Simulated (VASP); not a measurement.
Output of a VASP run:

File OUTCAR:
```
 ion  position               nearest neighbor table
   1  0.500  0.500  0.500-   2 2.48   2 2.48   2 2.48   2 2.48   2 2.48   2 2.48   2 2.48   2 2.48
  LATTYP: Found a simple cubic cell.
 ALAT       =     2.8672582374
 Subroutine PRICEL returns:
 Original cell was already a primitive cell.
 Subroutine GETGRP returns: Found 48 space group operations
The static configuration has the point symmetry O_h .
The dynamic configuration has the point symmetry O_h .
 Subroutine INISYM returns: Found 48 space group operations
 Subroutine IBZKPT returns following result:
 Found     56 irreducible k-points:

 Following reciprocal coordinates:
            Coordinates               Weight
  0.000000  0.000000  0.000000      1.000000
  0.090909  0.000000  0.000000      6.000000
  0.181818  0.000000  0.000000      6.000000
  0.272727  0.000000  0.000000      6.000000
  0.363636  0.000000  0.000000      6.000000
  0.454545  0.000000  0.000000      6.000000
  0.090909  0.090909  0.000000     12.000000
  0.181818  0.090909  0.000000     24.000000
  0.272727  0.090909  0.000000     24.000000
  0.363636  0.090909  0.000000     24.000000
  0.454545  0.090909  0.000000     24.000000
  0.181818  0.181818  0.000000     12.000000
  0.272727  0.181818  0.000000     24.000000
  0.363636  0.181818  0.000000     24.000000
  0.454545  0.181818  0.000000     24.000000
  0.272727  0.272727  0.000000     12.000000
  0.363636  0.272727  0.000000     24.000000
  0.454545  0.272727  0.000000     24.000000
  0.363636  0.363636  0.000000     12.000000
  0.454545  0.363636  0.000000     24.000000
  0.454545  0.454545  0.000000     12.000000
  0.090909  0.090909  0.090909      8.000000
  0.181818  0.090909  0.090909     24.000000
  0.272727  0.090909  0.090909     24.000000
  0.363636  0.090909  0.090909     24.000000
  0.454545  0.090909  0.090909     24.000000
  0.181818  0.181818  0.090909     24.000000
  0.272727  0.181818  0.090909     48.000000
  0.363636  0.181818  0.090909     48.000000
  0.454545  0.181818  0.090909     48.000000
  0.272727  0.272727  0.090909     24.000000
  0.363636  0.272727  0.090909     48.000000
  0.454545  0.272727  0.090909     48.000000
  0.363636  0.363636  0.090909     24.000000
  0.454545  0.363636  0.090909     48.000000
  0.454545  0.454545  0.090909     24.000000
  0.181818  0.181818  0.181818      8.000000
  0.272727  0.181818  0.181818     24.000000
  0.363636  0.181818  0.181818     24.000000
  0.454545  0.181818  0.181818     24.000000
   k-points           NKPTS =     56   k-points in BZ     NKDIM =     56   number of bands    NBANDS=      9
   number of dos      NEDOS =    301   number of ions     NIONS =      2
   total plane-waves  NPLWV =   8000
   dimension x,y,z NGX =    20 NGY =   20 NGZ =   20
   dimension x,y,z NGXF=    40 NGYF=   40 NGZF=   40
   ions per type =               1   1
   PREC   = accura    normal or accurate (medium, high low for compatibility)
   ISTART =      0    job   : 0-new  1-cont  2-samecut
   ICHARG =      2    charge: 1-file 2-atom 10-const
   ISPIN  =      1    spin polarized calculation?
   LNONCOLLINEAR =      F non collinear calculations
   LSORBIT =      F    spin-orbit coupling
   INIWAV =      1    electr: 0-lowe 1-rand  2-diag
   ENCUT  =  400.0 eV  29.40 Ry    5.42 a.u.   4.68  4.68  4.68*2*pi/ulx,y,z
   NELM   =    100;   NELMIN=  2; NELMDL= -5     # of ELM steps
   EDIFF  = 0.1E-05   stopping-criterion for ELM
   LREAL  =      F    real-space projection
   NLSPLINE    = F    spline interpolate recip. space projectors
   LMAXMIX     =    4 max onsite mixed and CHGCAR
   VOSKOWN=      0    Vosko Wilk Nusair interpolation
   EDIFFG = -.1E-01   stopping-criterion for IOM
   NSW    =     60    number of steps for IOM
   NBLOCK =      1;   KBLOCK =     60    inner block; outer block
   IBRION =      2    ionic relax: 0-MD 1-quasi-New 2-CG
   NFREE  =      1    steps in history (QN), initial steepest desc. (CG)
...
```

### OSZICAR
```
       N       E                     dE             d eps       ncg     rms          rms(c)
DAV:   1     0.267959183475E+02    0.26796E+02   -0.42980E+03  1008   0.100E+03
DAV:   2    -0.135731609093E+02   -0.40369E+02   -0.38872E+02  1010   0.172E+02
DAV:   3    -0.145731157116E+02   -0.99995E+00   -0.99012E+00  1227   0.357E+01
DAV:   4    -0.145904932902E+02   -0.17378E-01   -0.17303E-01  1283   0.416E+00
DAV:   5    -0.145908844858E+02   -0.39120E-03   -0.39113E-03  1242   0.555E-01    0.138E+01
DAV:   6    -0.165393786034E+02   -0.19485E+01   -0.74328E+01  1140   0.134E+02    0.181E+01
DAV:   7    -0.126562262195E+02    0.38832E+01   -0.37047E+01  1133   0.836E+01    0.253E+00
DAV:   8    -0.126234263248E+02    0.32800E-01   -0.21812E-01  1140   0.583E+00    0.144E+00
DAV:   9    -0.126095527435E+02    0.13874E-01   -0.45540E-02  1205   0.329E+00    0.358E-01
DAV:  10    -0.126091766562E+02    0.37609E-03   -0.93277E-04  1250   0.412E-01    0.159E-01
DAV:  11    -0.126091656950E+02    0.10961E-04   -0.18695E-05  1093   0.476E-02    0.127E-02
DAV:  12    -0.126091648780E+02    0.81697E-06   -0.45717E-06  1047   0.279E-02
   1 F= -.12609165E+02 E0= -.12609234E+02  d E =-.126092E+02
```

File OUTCAR:
```
------------------------ aborting loop because EDIFF is reached ----------------------------------------
  FORCE on cell =-STRESS in cart. coord.  units (eV):
  Direction    XX          YY          ZZ          XY          YZ          ZX
  --------------------------------------------------------------------------------------
  Total        0.0059080      0.0059080      0.0059080      0.0000000     -0.0000000     -0.0000000
  in kB        0.4015571      0.4015571      0.4015571      0.0000000     -0.0000000     -0.0000000
  external PRESSURE =       0.4015571 kB  Pullay stress =       0.0000000 kB
  volume of cell :       23.57
      direct lattice vectors                 reciprocal lattice vectors
     2.867258237  0.000000000  0.000000000     0.348765237  0.000000000  0.000000000
     0.000000000  2.867258237  0.000000000     0.000000000  0.348765237  0.000000000
     0.000000000  0.000000000  2.867258237     0.000000000  0.000000000  0.348765237
 POSITION                                       TOTAL-FORCE (eV/Angst)
 -----------------------------------------------------------------------------------
      1.43363      1.43363      1.43363         0.000000      0.000000      0.000000
      0.00000      0.00000      0.00000         0.000000      0.000000      0.000000
 -----------------------------------------------------------------------------------
    total drift:                                0.000000      0.000000      0.000000
  FREE ENERGIE OF THE ION-ELECTRON SYSTEM (eV)
  ---------------------------------------------------
  free  energy   TOTEN  =       -12.6091648780 eV

  energy  without entropy=      -12.6093731032  energy(sigma->0) =      -12.60923429

 reached required accuracy - stopping structural energy minimisation
```
(Selected blocks of OUTCAR.)

POSCAR:
```
FeAl
1
    2.8672582374    -0.0000000000    -0.0000000000
   -0.0000000000     2.8672582374    -0.0000000000
    0.0000000000     0.0000000000     2.8672582374
Al Fe
1 1
Direct
  0.5000000000   0.5000000000   0.5000000000
  0.0000000000   0.0000000000   0.0000000000
```

Task: Write an INCAR and KPOINTS that could have produced this output.

Result: This is not unique; one that fits is the input of the run itself, PBE GGA, plane waves, VASP's PBE PAW potentials (set 64).

### INCAR
```
! general
SYSTEM   =  FeAl
PREC     =  Accurate
ENCUT    =  400
LREAL    =  .False.
LASPH    =  .True.

! electronic loop
EDIFF    =  1E-6
NELM     =  100
ALGO     =  Normal
LMAXMIX  =  4

! smearing
ISMEAR   =  1
SIGMA    =  0.1

! functional
GGA      =  PE

! ions
IBRION   =  2
NSW      =  60
ISIF     =  3
EDIFFG   =  -0.01

! output
LWAVE    =  .False.
LCHARG   =  .False.
```

### KPOINTS
```
Automatic mesh
0
Gamma
11 11 11
0 0 0
```

POTCAR, in this order: Al Fe (PBE.64 set). Program: vasp_std.

The compound is FeAl in the CsCl type structure. It was relaxed first. The start is the result of an earlier pass. The run is not spin-polarised, so no magnetic state was tried. The electron count is odd and the run is not spin-polarised, which forces a metal.
